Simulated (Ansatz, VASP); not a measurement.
Two plane-wave programs on Zn3Cl

```
Zn Cl
1.0
     4.30506    0.00000    0.00000
     0.00000    4.30506    0.00000
     0.00000    0.00000    4.30506
Zn Cl
3 1
Direct
  0.00000 0.50000 0.50000
  0.50000 0.00000 0.50000
  0.50000 0.50000 0.00000
  0.00000 0.00000 0.00000
```

Change from the starting cell: species swapped into the TiPd3 type (Pm-3m, No. 221).

Alike in both runs: functional PBE; k mesh 12 × 12 × 12; occupations gaussian, width 0.1 eV; no spin polarisation.

Ansatz relaxed the structure, and its values are those at the end. VASP's run is a single point on that final structure, the one shown.

|  | VASP | Ansatz |
| --- | --- | --- |
| version | VASP 6.6.1 | Ansatz 0.2.0 |
| potentials or method | VASP PAW PBE potentials, release 64 (Zn, Cl) | scalar-relativistic, plane waves, PAW |
| plane-wave cutoff (eV) | 520 | 420 |
| valence electrons in the cell | 43 | 43 |

```csv
,VASP,Ansatz,Ansatz less VASP
gap on the k mesh at the Fermi level (eV),none,none,-
pressure (GPa),0.1,0.0,-0.06
```

A gap of «none» marks a metal or a gap that the smearing closes. The functional is the same, so the differences come from potentials, cutoffs and numerics.

Caveats: an odd number of electrons without spin polarisation forces a metal; a magnetic or distorted state may lie lower.
